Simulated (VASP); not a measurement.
Method: LDA (Ceperley-Alder, Perdew-Zunger), VASP's LDA PAW potentials (set 64) (plane waves; VASP).

VASP input:

### INCAR
```
ALGO  =  Normal
EDIFF  =  1E-7
ENCUT  =  400
ISIF  =  2
ISMEAR  =  -5
LASPH  =  .True.
LCHARG  =  .True.
LMAXMIX  =  4
LORBIT  =  11
LREAL  =  .False.
LWAVE  =  .False.
NEDOS  =  601
NELM  =  100
PREC  =  Accurate
SYSTEM  =  Mo
```

KPOINTS:
```
Regular mesh
0
gamma
 18 18 18
```

POSCAR:
```
Mo
1
   -1.5571921062     1.5571921062     1.5571921062
    1.5571921062    -1.5571921062     1.5571921062
    1.5571921062     1.5571921062    -1.5571921062
Mo
1
Direct
  0.0000000000   0.0000000000   0.0000000000
```

POTCAR, in this order: Mo_sv (LDA.64 set). Program: vasp_std.

Output of the run:

File OSZICAR:
```
       N       E                     dE             d eps       ncg     rms          rms(c)
DAV:   1     0.749334573139E+02    0.74933E+02   -0.71337E+03  4405   0.108E+03
DAV:   2    -0.117835385761E+02   -0.86717E+02   -0.84052E+02  4518   0.312E+02
DAV:   3    -0.128424471815E+02   -0.10589E+01   -0.10498E+01  4982   0.352E+01
DAV:   4    -0.128451132531E+02   -0.26661E-02   -0.26587E-02  4665   0.207E+00
DAV:   5    -0.128451267701E+02   -0.13517E-04   -0.13493E-04  4989   0.143E-01    0.168E+01
DAV:   6    -0.122281764199E+02    0.61695E+00   -0.10448E+00  4596   0.128E+01    0.444E+00
DAV:   7    -0.121358003139E+02    0.92376E-01   -0.20590E-01  4987   0.518E+00    0.937E-01
DAV:   8    -0.121291758725E+02    0.66244E-02   -0.51645E-03  4482   0.101E+00    0.212E-01
DAV:   9    -0.121291753983E+02    0.47417E-06   -0.14204E-04  5335   0.160E-01    0.838E-02
DAV:  10    -0.121291922950E+02   -0.16897E-04   -0.98374E-06  4677   0.405E-02    0.315E-03
DAV:  11    -0.121291926515E+02   -0.35651E-06   -0.54130E-08  3468   0.264E-03    0.634E-04
DAV:  12    -0.121291925018E+02    0.14968E-06   -0.41277E-09  2493   0.822E-04    0.962E-05
DAV:  13    -0.121291925184E+02   -0.16529E-07   -0.34532E-10  2379   0.257E-04
   1 F= -.12129193E+02 E0= -.12129193E+02  d E =0.000000E+00
```

### OUTCAR
```
------------------------ aborting loop because EDIFF is reached ----------------------------------------
  FORCE on cell =-STRESS in cart. coord.  units (eV):
  Direction    XX          YY          ZZ          XY          YZ          ZX
  --------------------------------------------------------------------------------------
  Total       -0.0041217     -0.0041217     -0.0041217      0.0000000      0.0000000      0.0000000
  in kB       -0.4372181     -0.4372181     -0.4372181      0.0000000      0.0000000      0.0000000
  external PRESSURE =      -0.4372181 kB  Pullay stress =       0.0000000 kB
  volume of cell :       15.10
      direct lattice vectors                 reciprocal lattice vectors
    -1.557192106  1.557192106  1.557192106     0.000000000  0.321090762  0.321090762
     1.557192106 -1.557192106  1.557192106     0.321090762  0.000000000  0.321090762
     1.557192106  1.557192106 -1.557192106     0.321090762  0.321090762  0.000000000
 POSITION                                       TOTAL-FORCE (eV/Angst)
 -----------------------------------------------------------------------------------
      0.00000      0.00000      0.00000        -0.000000      0.000000      0.000000
 -----------------------------------------------------------------------------------
    total drift:                                0.000000     -0.000000     -0.000000
  FREE ENERGIE OF THE ION-ELECTRON SYSTEM (eV)
  ---------------------------------------------------
  free  energy   TOTEN  =       -12.1291925184 eV

  energy  without entropy=      -12.1291925184  energy(sigma->0) =      -12.12919252

 total charge

# of ion       s       p       d       tot
------------------------------------------
    1        2.399   6.221   3.980  12.600
```
(Selected blocks of OUTCAR.)

File OUTCAR:
```
 val. band max:       13.1126357177   @ k =   0.3889   0.1111   0.0000

 cond. band min:      12.8794895576   @ k =  -0.1667   0.1667   0.1111


 Fermi energy:        13.0581653766

 k-point     1 :       0.0000    0.0000    0.0000
  band No.  band energies     occupation
      1     -47.9189      2.00000
      2     -21.2745      2.00000
      3     -21.2745      2.00000
      4     -21.2745      2.00000
      5       5.6944      2.00000
      6      11.5835      2.00000
      7      11.5835      2.00000
      8      11.5835      2.00000
      9      14.7153      0.00000
     10      14.7153      0.00000
     11      27.9054      0.00000

 k-point     2 :       0.0556    0.0000    0.0000
  band No.  band energies     occupation
      1     -47.9098      2.00000
      2     -21.3277      2.00000
      3     -21.2914      2.00000
      4     -21.2761      2.00000
      5       5.8376      2.00000
      6      11.5013      2.00000
      7      11.5706      2.00000
      8      11.7184      2.00000
      9      14.5910      0.00000
     10      14.7167      0.00000
     11      28.0166      0.00000

 k-point     3 :       0.1111    0.0000    0.0000
  band No.  band energies     occupation
      1     -47.8833      2.00000
      2     -21.4746      2.00000
      3     -21.3366      2.00000
      4     -21.2774      2.00000
      5       6.2448      2.00000
      6      11.2737      2.00000
      7      11.5139      2.00000
      8      12.1180      2.01348
      9      14.3199      0.00000
     10      14.7274      0.00000
     11      28.2876      0.00000

 k-point     4 :       0.1667    0.0000    0.0000
  band No.  band energies     occupation
      1     -47.8426      2.00000
      2     -21.6949      2.00000
      3     -21.4056      2.00000
      4     -21.2799      2.00000
      5       6.8385      2.00000
      6      10.9470      2.00000
      7      11.3980      2.00000
      8      12.7653      1.67801
      9      14.1131      0.00000
...
```

For a metal the tetrahedron method with Blöchl corrections gives inexact stress and forces.

The compound is Mo in the bcc structure. It was relaxed first.
